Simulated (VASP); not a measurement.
Input:

```xyz
4
Lattice="3.0932 0.0000 0.0000 -1.5466 2.6788 0.0000 0.0000 0.0000 4.9603" Properties=species:S:1:pos:R:3 pbc="T T T"
Al     1.5466     0.8929     2.4766
Al     0.0000     1.7859     4.9567
N      1.5466     0.8929     4.3686
N      0.0000     1.7859     1.8884
```

Method: PBE GGA, VASP's PBE PAW potentials (set 64) (plane waves; VASP). Run with 400 eV cut-off, 6×6×4 Γ-centred mesh, Fermi-Dirac smearing of 0.020 eV, potentials Al N.

Problem. Give the energies of bands 3 to 11 at the high-symmetry points, in eV from the valence-band maximum.

Solution. 
```tsv
band	Γ	M	K	A	L	H
3	-6.07	-5.51	-4.88	-3.36	-5.66	-4.87
4	-0.86	-4.21	-3.81	-3.36	-5.66	-4.87
5	-0.86	-3.38	-3.81	-0.54	-1.47	-3.92
6	-0.20	-2.10	-2.50	-0.54	-1.47	-3.92
7	-0.20	-1.80	-2.41	-0.54	-1.38	-0.80
8	0.00	-0.69	-2.41	-0.54	-1.38	-0.80
9	4.35	5.84	5.06	6.62	5.36	7.48
10	6.82	5.88	8.44	6.62	5.36	7.48
11	10.76	8.33	9.79	10.46	9.36	7.92
```

The gap is direct, 4.35 eV, from the valence maximum at Γ to the conduction minimum at Γ.

The structure comes from a computed database's AlN entry; how it stands against other phases isn't given here. The cell was not relaxed at this level.
